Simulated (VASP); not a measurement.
## Ni3Hg under changes of volume

One of the cells (13.393 Å³/atom); the others are scaled copies at fixed shape and fractional positions:

```
CELL_PARAMETERS angstrom
3.76971 0.00000 0.00000
0.00000 3.76971 0.00000
0.00000 0.00000 3.76971
ATOMIC_POSITIONS crystal
Hg 0.00000 0.00000 0.00000
Ni 0.50000 0.50000 0.00000
Ni 0.50000 0.00000 0.50000
Ni 0.00000 0.50000 0.50000
```

The cell comes from a database or a generator and needn't be the stable form of this composition.

* Program: VASP 6.6.1
* Functional: PBE
* Potentials or basis: VASP PAW PBE potentials, release 64 (Hg, Ni)
* Cutoff: 520 eV
* k mesh: 7 × 7 × 7
* Occupations: fermi-dirac, width 0.05 eV
* Spin: collinear spin, ferromagnetic start
* Starting moments: [0.0, 1.0, 1.0, 1.0] μB

```tsv
volume (Å³/atom)	energy over the lowest point (meV/atom)	pressure (GPa)	moment (μB per cell)
12.342	?	?	?
12.605	18.48	9.4	1.07
12.867	6.47	5.4	1.08
13.393	0.00	-1.1	1.11
13.655	4.21	-3.8	1.12
13.918	12.63	-6.3	1.14
```

Problem. What does the run at 12.342 Å³/atom give?

Solution. Energy over the lowest point 37.37 meV/atom; pressure 13.8 GPa; moment 1.06 μB per cell.

Worked out: A Birch-Murnaghan fit of order 3 (a polynomial in V^(-2/3)) to the other rows has its minimum at 13.29 Å³/atom with B0 = V·E''(V) = 154 GPa and B' = 5.4. It gives 37.47 meV/atom at 12.342 Å³/atom, against the run's 37.37, and -dE/dV = 13.9 GPa, against 13.8. A straight line through the other rows of the moment, of slope 0.0527 μB per Å³/atom, extrapolates to 1.05 μB, against the run's 1.06.

Energies are extrapolated to zero smearing.
